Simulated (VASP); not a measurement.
Consider the following.

```
CELL_PARAMETERS angstrom
      0.00000     2.76145     2.76145
      2.76145     0.00000     2.76145
      2.76145     2.76145     0.00000
ATOMIC_POSITIONS crystal
  Li 0.25000 0.25000 0.25000
  Li 0.75000 0.75000 0.75000
  S  0.00000 0.00000 0.00000
```

All values below come from MS2 meta-GGA, VASP's PBE PAW potentials (set 64) (plane waves; VASP 6.6.1). Run with 520 eV cut-off, 7×7×7 Γ-centred mesh, Gaussian smearing of 0.050 eV, potentials Li_sv S.

**Question.** Predict the energy per atom (σ→0), pressure.

**Answer.** 
- energy per atom (σ→0): -6.195 eV/atom
- pressure: 2.76 GPa

The compound is Li2S in the antifluorite structure. This cell is one point of a volume scan, at 0.94 of the reference volume.
